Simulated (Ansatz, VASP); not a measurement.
# Cross-check of Ru ((11-22) twin boundary in hcp Ru) between VASP and Ansatz, part 2 of 2

Aim: how closely do two programs agree when they are given the same cell, functional and k mesh? The cell is taken from a series of runs on this material, whose earlier steps may have relaxed, scaled, displaced or heated it; both programs get it as it stands.

VASP 6.6.1 and Ansatz 0.2.0.

So far: Starting point; Ansatz: single point, PBE.

## (3) VASP: single point, PBE

Level of this step: PBE; plane waves and PAW (Ru_pv) (VASP).

The same cell, functional, mesh and smearing now go to VASP, with its own data sets.

Lines of VASP's logs that name or quote its potential files are left out, and so is its time.

Input file INCAR:

```
SYSTEM = Ru
PREC = Accurate
ENCUT = 400
EDIFF = 1E-06
NELM = 120
ISMEAR = -1
SIGMA = 0.1
LREAL = Auto
ALGO = Normal
GGA = PE
NBANDS = 584
LASPH = .TRUE.
LORBIT = 11
LWAVE = .FALSE.
LCHARG = .FALSE.
ISIF = 2
GGA_COMPAT = .FALSE.
KPAR = 8
```

Input file POSCAR:

```
Ru
1.0
    9.4050400000      0.0000000000      0.0000000000
   -4.7025200000      5.0684900000      0.0000000000
    0.0000000000      0.0000000000     21.1661800000
Ru
72
Direct
    0.1520600000      0.3020700000      0.0000000000
    0.3166800000      0.8020700000      0.0000000000
    0.4651950000      0.4331100000      0.0596700000
    0.1345850000      0.9331100000      0.0596700000
    0.2885700000      0.5760400000      0.1119000000
    0.4541400000      0.0760400000      0.1119000000
    0.1074900000      0.7138400000      0.1681600000
    0.2730200000      0.2138400000      0.1681600000
    0.4295500000      0.8594800000      0.2223300000
    0.0966000000      0.3594800000      0.2223300000
    0.2526100000      0.0055900000      0.2776100000
    0.4196500000      0.5055900000      0.2776100000
    0.0761800000      0.1512300000      0.3317900000
    0.2417200000      0.6512300000      0.3317900000
    0.3950700000      0.2890700000      0.3880800000
    0.0606700000      0.7890700000      0.3880800000
    0.2146200000      0.4319500000      0.4403100000
    0.3840000000      0.9319500000      0.4403100000
    0.0324750000      0.5629000000      0.5000200000
    0.1970950000      0.0629000000      0.5000200000
    0.4652000000      0.4331100000      0.9403200000
    0.1345800000      0.9331100000      0.9403200000
    0.2885700000      0.5760500000      0.8881100000
    0.4541500000      0.0760500000      0.8881100000
    0.1075000000      0.7138600000      0.8318400000
    0.2730300000      0.2138600000      0.8318400000
    0.4295650000      0.8595000000      0.7776700000
    0.0966050000      0.3595000000      0.7776700000
    0.2526000000      0.0055800000      0.7224000000
    0.4196500000      0.5055800000      0.7224000000
    0.0761800000      0.1512300000      0.6682300000
    0.2417200000      0.6512300000      0.6682300000
    0.3950650000      0.2890600000      0.6119500000
    0.0606650000      0.7890600000      0.6119500000
    0.2146250000      0.4319500000      0.5597200000
    0.3839950000      0.9319500000      0.5597200000
    0.6520600000      0.3020700000      0.0000000000
    0.8166800000      0.8020700000      0.0000000000
    0.9651950000      0.4331100000      0.0596700000
    0.6345850000      0.9331100000      0.0596700000
    0.7885700000      0.5760400000      0.1119000000
    0.9541400000      0.0760400000      0.1119000000
    0.6074900000      0.7138400000      0.1681600000
    0.7730200000      0.2138400000      0.1681600000
    0.9295500000      0.8594800000      0.2223300000
    0.5966000000      0.3594800000      0.2223300000
    0.7526100000      0.0055900000      0.2776100000
    0.9196500000      0.5055900000      0.2776100000
    0.5761800000      0.1512300000      0.3317900000
    0.7417200000      0.6512300000      0.3317900000
    0.8950700000      0.2890700000      0.3880800000
    0.5606700000      0.7890700000      0.3880800000
    0.7146200000      0.4319500000      0.4403100000
    0.8840000000      0.9319500000      0.4403100000
    0.5324750000      0.5629000000      0.5000200000
    0.6970950000      0.0629000000      0.5000200000
    0.9652000000      0.4331100000      0.9403200000
    0.6345800000      0.9331100000      0.9403200000
    0.7885700000      0.5760500000      0.8881100000
    0.9541500000      0.0760500000      0.8881100000
    0.6075000000      0.7138600000      0.8318400000
    0.7730300000      0.2138600000      0.8318400000
    0.9295650000      0.8595000000      0.7776700000
    0.5966050000      0.3595000000      0.7776700000
    0.7526000000      0.0055800000      0.7224000000
    0.9196500000      0.5055800000      0.7224000000
    0.5761800000      0.1512300000      0.6682300000
    0.7417200000      0.6512300000      0.6682300000
    0.8950650000      0.2890600000      0.6119500000
    0.5606650000      0.7890600000      0.6119500000
    0.7146250000      0.4319500000      0.5597200000
    0.8839950000      0.9319500000      0.5597200000
```

Input file KPOINTS:

```
Automatic mesh
0
Gamma
3 5 1
0 0 0
```

Potentials, in the order of the species: Ru_pv (PBE family, release 64).

On the command line:

```console
> mpirun -np 8 vasp_std
```

Numbers of over 12 decimals in the logs are rounded to 6 here.

The log of the run:

```text
[banner, memory and clock lines left out]
running    8 mpi-ranks, on    1 nodes
[...]
|                                                                             |
|           W    W    AA    RRRRR   N    N  II  N    N   GGGG   !!!           |
|           W    W   A  A   R    R  NN   N  II  NN   N  G    G  !!!           |
|           W    W  A    A  R    R  N N  N  II  N N  N  G       !!!           |
|           W WW W  AAAAAA  RRRRR   N  N N  II  N  N N  G  GGG   !            |
|           WW  WW  A    A  R   R   N   NN  II  N   NN  G    G                |
|           W    W  A    A  R    R  N    N  II  N    N   GGGG   !!!           |
|                                                                             |
|     For optimal performance we recommend to set                             |
|       NCORE = 2 up to number-of-cores-per-socket                            |
|     NCORE specifies how many cores store one orbital (NPAR=cpu/NCORE).      |
|     This setting can greatly improve the performance of VASP for DFT.       |
[...]
|                                                                             |
|        The reciprocal lattice is base centered orthorhombic,                |
|        whereas your k-lattice is simple monoclinic.                         |
|                                                                             |
|     Results are often still useful ...                                      |
|                                                                             |

 POSCAR, INCAR and KPOINTS ok, starting setup
[...]
entering main loop
       N       E                     dE             d eps       ncg     rms          rms(c)
DAV:   1     0.122323395327E+05    0.12232E+05   -0.52207E+05  9736   0.159E+03
DAV:   2    -0.314718742712E+02   -0.12264E+05   -0.11948E+05  9528   0.554E+02
DAV:   3    -0.664845454283E+03   -0.63337E+03   -0.59083E+03 12352   0.114E+02
DAV:   4    -0.707893967044E+03   -0.43049E+02   -0.41604E+02 11776   0.218E+01
[...]
DAV:  22    -0.661183725895E+03    0.17888E-05   -0.31370E-06  8128   0.641E-03    0.641E-03
DAV:  23    -0.661183723063E+03    0.28329E-05   -0.13291E-06  5856   0.358E-03    0.236E-03
DAV:  24    -0.661183723016E+03    0.46624E-07   -0.38468E-07  5560   0.205E-03
   1 F= -.66118372E+03 E0= -.66010116E+03  d E =-.216513E+01
```

OUTCAR, selected parts (step 3):

```text
 POSITION                                       TOTAL-FORCE (eV/Angst)
 -----------------------------------------------------------------------------------
      0.00964      1.53104      0.00000         0.133176     -0.465250      0.000351
     -0.79336      4.06528      0.00000        -0.133176     -0.465250      0.000351
      2.33847      2.19521      1.26299         0.390046      0.122553      0.099004
     -3.12219      4.72946      1.26299        -0.390046      0.122553      0.099004
      0.00517      2.91965      2.36850         0.096279      0.029435      0.005109
      3.91363      0.38541      2.36850        -0.096279      0.029435      0.005109
     -2.34590      3.61809      3.55930        -0.062045      0.167767      0.004742
      1.56218      1.08385      3.55930         0.062045      0.167767      0.004742
     -0.00179      4.35627      4.70588        -0.009291     -0.035426     -0.063599
     -0.78194      1.82202      4.70588         0.009291     -0.035426     -0.063599
      2.34952      0.02833      5.87594        -0.011628      0.035475      0.070806
      1.56928      2.56258      5.87594         0.011628      0.035475      0.070806
      0.00531      0.76651      7.02273        -0.061846     -0.166199     -0.000092
     -0.78904      3.30075      7.02273         0.061846     -0.166199     -0.000092
[...]
-----------------------------------------------------------------------------------
    total drift:                                0.000518     -0.027234      0.003075

  FREE ENERGIE OF THE ION-ELECTRON SYSTEM (eV)
  ---------------------------------------------------
  free  energy   TOTEN  =      -661.1837230159 eV

  energy  without entropy=     -659.0185897920  energy(sigma->0) =     -660.10115640
```

The run ends at a pressure of -3.53 GPa, with forces up to 0.49 eV/Å.

## (4) Differences

Known differences besides the potentials themselves: the data sets hold 1152 valence electrons in Ansatz (on its default PAW (the set named soft_2) files) and 1008 in VASP; the cutoff is 420 eV in Ansatz and 400 eV in VASP (PREC = Accurate, projectors in real space). Total energies have different zeros and are not compared.

Forces on 10 of the 72 atoms, those with the largest forces and the largest differences (eV/Å; atoms numbered as in POSCAR):

| atom | Ansatz x, y, z | VASP x, y, z |
| --- | --- | --- |
| Ru2 | -0.132, -0.469, 0.000 | -0.133, -0.465, 0.000 |
| Ru4 | -0.398, 0.127, 0.088 | -0.390, 0.123, 0.099 |
| Ru19 | 0.133, 0.471, -0.001 | 0.134, 0.468, -0.001 |
| Ru20 | -0.139, 0.466, -0.001 | -0.134, 0.468, -0.001 |
| Ru37 | 0.138, -0.464, 0.000 | 0.133, -0.465, 0.000 |
| Ru38 | -0.132, -0.469, 0.000 | -0.133, -0.465, 0.000 |
| Ru40 | -0.398, 0.127, 0.088 | -0.390, 0.123, 0.099 |
| Ru55 | 0.133, 0.471, -0.001 | 0.134, 0.468, -0.001 |
| Ru56 | -0.139, 0.466, -0.001 | -0.134, 0.468, -0.001 |
| Ru58 | -0.397, 0.128, -0.085 | -0.389, 0.123, -0.097 |

The forces differ by 4.1 meV/Å r.m.s., which is 2.6 % of the r.m.s. force of 0.159 eV/Å (both taken over all components).

## (5) What came out

```
r.m.s. force difference (single point, PBE) : 4.1 meV/Å
```

The r.m.s. force difference is 4.1 meV/Å (single point, PBE), within the 12 meV/Å picked in this series as the mark of a large difference. The data sets hold unlike numbers of valence electrons (1152 in Ansatz and 1008 in VASP), so part of the differences comes from the potentials. How closely two codes agree says nothing of how well the functional describes the real material.

[Lines on the potential files, build, host, timing and source positions are cut from VASP's logs without a mark.]

[Logs are printed without paths, hosts, clocks, repeated set-up lines and the standing remarks that a program may print on its own settings, such as how far it seeks lower states.]

[Hosts, paths, dates, database ids (printed as entryN), source tags and the programs' standing remarks are cut or masked in the printed files.]
